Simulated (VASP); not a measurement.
SiC (wurtzite) relaxed at rising pressure, in one space group throughout; other phases were not tried. The pressures are those reached. All values below come from PBEsol GGA, VASP's PBE PAW potentials (set 64) (plane waves; VASP).

```csv
P (GPa),V (Å³/atom),k-mesh
-0.15,10.356,8×8×5
4.99,10.129,8×8×5
9.99,9.929,8×8×5
19.86,9.582,8×8×5
30.05,9.275,9×9×5
```

A change of mesh leaves a small step in the series.

**Question.** Fit an equation of state and predict the volume at 44.99 GPa.

**Answer.** Least squares on the third-order Birch-Murnaghan form, P = (3B0/2)(y⁷ − y⁵)[1 + (3/4)(B′ − 4)(y² − 1)] with y = (V0/V)^(1/3), gives V0 = 10.349 Å³/atom, B0 = 223 GPa and B′ = 3.8, and so 8.894 Å³/atom. The run gave 8.894 Å³/atom, +0.0 % from the fit.

Pressures at which the relaxation failed are left out.

The compound is SiC in the wurtzite structure, the rare 2H polytype.
